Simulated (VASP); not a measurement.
In3HSe: single point with PBEsol

Crystal: In3HSe.

```xyz
5
Lattice="4.3000 0.0000 0.0000 0.0000 4.3000 0.0000 0.0000 0.0000 4.3000" Properties=species:S:1:pos:R:3 pbc="T T T"
Se    0.0000    0.0000    0.0000
H     2.1500    2.1500    2.1500
In    2.1500    2.1500    0.0000
In    2.1500    0.0000    2.1500
In    0.0000    2.1500    2.1500
```

The cell comes from a database or a generator and needn't be the stable form of this composition.

| Property | Result |
| --- | --- |
| Program | VASP 6.6.1 |
| Task | single point |
| Functional | PBEsol |
| Potentials or basis | VASP PAW PBE potentials, release 64 (Se, H, In_d) |
| Cutoff | 520 eV |
| k mesh | 4 × 4 × 4 |
| Occupations | gaussian, width 0.05 eV |
| Spin | no spin polarisation |

The pressure is 26.3 GPa. The band gap on the k mesh is none (metal or under the smearing width).

Levels at points of the mesh, in eV from the Fermi level:
```tsv
k point	band 20	band 21	band 22	band 23	band 24	band 25	band 26	band 27
(0.00, 0.00, 0.00)	-5.13	-1.93	-1.93	0.27	0.72	0.72	0.72	4.83
(0.50, 0.00, 0.00)	-3.76	-3.71	-1.14	-1.14	-0.70	0.65	2.91	4.66
(0.50, 0.50, 0.00)	-2.95	-1.55	-0.99	-0.49	-0.49	1.42	1.42	1.50
(0.50, 0.50, 0.50)	-6.39	-4.95	-4.95	-4.95	3.99	3.99	3.99	5.75
```

Run time: 22 s on 1 thread of AMD EPYC 7R13 Processor (Zen 3), on a shared host, peak memory 0.15 GiB.

Caveat: the k mesh is coarse (spacing up to 0.37 Å⁻¹), so the values aren't converged; so large a pressure means that the cell lies far from this level's equilibrium, or that cutoff or potentials fall short; the potentials were made for another functional, which shifts forces and pressure.
